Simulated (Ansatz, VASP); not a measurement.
**ScPt: VASP beside Ansatz**

```
Sc Pt
1.0
     3.22904    0.00000    0.00000
     0.00000    3.22904    0.00000
     0.00000    0.00000    3.22904
Sc Pt
1 1
Direct
  0.50000 0.50000 0.50000
  0.00000 0.00000 0.00000
```

Alike in both runs: functional LDA; k mesh 14 × 14 × 14; occupations gaussian, width 0.1 eV; no spin polarisation.

Ansatz relaxed the structure, and its values are those at the end. VASP's run is a single point on that final structure, the one shown.

|  | VASP | Ansatz |
| --- | --- | --- |
| version | VASP 6.6.1 | Ansatz 0.2.0 |
| potentials or method | VASP PAW LDA potentials, release 64 (Sc_sv, Pt) | scalar-relativistic, plane waves, PAW |
| plane-wave cutoff (eV) | 520 | 420 |
| valence electrons in the cell | 21 | 29 |

Ansatz gave:

| Quantity | Value |
| --- | --- |
| gap on the k mesh at the Fermi level (eV) | none |
| pressure (GPa) | 0.0 |

Problem. Which values does VASP return?

Solution. gap on the k mesh at the Fermi level (eV): none; pressure (GPa): 0.7.

A gap of «none» marks a metal or a gap that the smearing closes. The two sets of potentials don't hold the same shells in valence.

Spin-orbit coupling is left out, which matters for the levels of Pt.
